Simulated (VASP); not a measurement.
Given:

```yaml
crystal:
  lattice:
    - [-1.60696, 1.60696, 3.92100]
    - [1.60696, -1.60696, 3.92100]
    - [1.60696, 1.60696, -3.92100]
  atoms:
    - { symbol: Si, position: [0.66547, 0.66547, 0.00000] }
    - { symbol: Si, position: [0.33453, 0.33453, 0.00000] }
    - { symbol: W, position: [0.00000, 0.00000, 0.00000] }
```

Method: vdW-DF-cx, VASP's PBE PAW potentials (set 64) (plane waves; VASP). Settings: 520 eV cut-off, Gaussian smearing of 0.050 eV, potentials Si W_sv.

**Question.** Give the energies of bands 6 to 14 at the high-symmetry points, in eV from the Fermi level.

**Answer.** 
```csv
band,Γ,X,P,N,M,S,R
6,-6.82,-6.97,-6.64,-9.81,-10.98,-9.30,-8.09
7,-3.72,-5.96,-6.55,-5.72,-3.82,-7.74,-5.86
8,-3.31,-5.46,-6.55,-4.82,-2.57,-3.03,-5.11
9,-2.83,-5.00,-3.01,-2.77,-0.83,-2.68,-4.06
10,-2.83,-3.25,-2.40,-2.76,-0.83,-2.47,-3.11
11,0.62,-1.72,-2.40,-0.43,-0.50,-0.32,-2.28
12,2.77,2.79,0.08,2.70,-0.50,1.80,1.97
13,3.00,2.96,2.96,2.79,0.80,2.54,2.14
14,3.10,3.12,3.61,3.95,4.49,3.54,3.03
```

It has no gap at this level: it comes out as a metal or semimetal.

The compound is WSi2 in the MoSi2 type structure. It was relaxed first.
